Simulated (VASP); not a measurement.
GaAs (zinc blende), at 0.96 of the tabulated volume:

```xyz
2
Lattice="0.0000 2.7868 2.7868 2.7868 0.0000 2.7868 2.7868 2.7868 0.0000" Properties=species:S:1:pos:R:3 pbc="T T T"
Ga     0.0000     0.0000     0.0000
As     1.3934     1.3934     1.3934
```

The lowest empty band near Γ, direction [111], from PBE with spin-orbit coupling in VASP (PAW); its two spin partners are averaged. The gap over the points computed is 0.74 eV, and the next band on that side lies 2.76 eV away at the edge.

Numerical set-up: 400 eV cut-off, 9×9×9 Γ-centred mesh, Gaussian smearing of 0.050 eV, potentials Ga_d As.

| distance from the edge in k (1/Å) | distance in energy (meV) |
|---|---|
| 0.006 | 3.0 |
| 0.012 | 11.9 |
| 0.018 | 26.2 |
| 0.025 | 48.8 |
| 0.035 | 90.1 |
| 0.050 | 165.3 |
| 0.070 | 278.2 |

**Question.** Fit E(1 + αE) = ħ²k²/2m* (ħ²/2m0 = 3.810 eV Å²) and predict the row at 0.095 1/Å.

**Answer.** Least squares on the energies gives the electron mass m* = 0.044 m0 and α = 1.83 per eV, and so 432.3 meV. The run gave 423.0 meV, -9.3 meV from the fit. So light an electron mass at Γ scales with the gap, and carries this level's error in it.

Left out are points under 3 meV from the edge, since the levels carry 0.1 meV, and points farther than half the way to the next band.

The compound is GaAs in the zinc blende structure. The cell was not relaxed at this level.
